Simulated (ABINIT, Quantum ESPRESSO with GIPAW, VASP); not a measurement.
# Shieldings of CaO (Lime), code against code

The same structure and functional (PBE) go through three programs with their own PAW files. All values are calculated, scalar-relativistic and without spin-orbit coupling, include the cores, and leave out the macroscopic shape term.

Space group Fm-3m (No. 225); atoms are numbered in the order of the file.

```
Ca O
1.0
     0.00000    2.40650    2.40650
     2.40650    0.00000    2.40650
     2.40650    2.40650    0.00000
Ca O
1 1
Cartesian
  0.0000 0.0000 0.0000
  2.4065 2.4065 2.4065
```

- VASP 6.6.1: LCHIMAG, datasets Ca_sv and O (PBE 64), 560 eV, mesh 8×8×8
- gipaw.x (a patched development version of Quantum ESPRESSO): pslibrary recipes Ca spn and O n, 55 Ry, mesh 8×8×8
- ABINIT 10.8.3: converse method at zora 0, JTH 2.0 datasets, 22 Ha, mesh 5×5×5, four shifts

**Question.** How far do the isotropic shieldings agree, site by site?

```csv
site,like atoms,σ VASP (ppm),σ gipaw.x (ppm),σ ABINIT (ppm),its Chern vector
Ca1,1,949.6,967.0,961.0,9.5e-09
O2,1,-154.6,-150.9,-152.8,1.0e-08
```

VASP and gipaw.x, which both use linear response, differ by -17.4 ppm on Ca1 and by -3.7 ppm on O2, the extremes here. Their PAW files differ in radii and partial waves, and each program takes off its own shape term; no run here tells those causes apart. ABINIT's converse values lie +11.4 ppm (Ca1) and +1.8 ppm (O2) from VASP's. VASP's shape term for a sphere would add 7.5 ppm to every site.

[Logs are printed without paths, hosts, clocks, repeated set-up lines and the standing remarks that a program may print on its own settings, such as how far it seeks lower states.]

[Hosts, paths, dates, database ids (printed as entryN), source tags and the programs' standing remarks are cut or masked in the printed files.]
